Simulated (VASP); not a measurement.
```
CELL_PARAMETERS angstrom
      0.00000     2.50337     2.50337
      2.50337     0.00000     2.50337
      2.50337     2.50337     0.00000
ATOMIC_POSITIONS crystal
  Zr 0.00000 0.00000 0.00000
  O  0.25000 0.25000 0.25000
  O  0.75000 0.75000 0.75000
```

Level of theory: optB88-vdW, VASP's PBE PAW potentials (set 64) (plane waves; VASP 6.6.1). Run with 520 eV cut-off, 8×8×8 Γ-centred mesh, Gaussian smearing of 0.050 eV, potentials Zr_sv O.

### Question
What does the run give for the energy per atom (σ→0), pressure, band gap (on the k-mesh) with the smallest direct gap where there is one?

### Answer

The band gap (on the k-mesh) is 3.52 eV. The smallest direct gap (on the k-mesh) comes out as 3.99 eV and the energy per atom (σ→0) is -7676 meV/atom. The pressure is 17.11 GPa.

Total energies compare only between runs with the same potentials, cut-off and functional.

The compound is ZrO2 in the fluorite structure, the high-temperature cubic form, which is unstable at 0 K; the monoclinic form is the stable one. This cell is one point of a volume scan, at 0.94 of the reference volume.
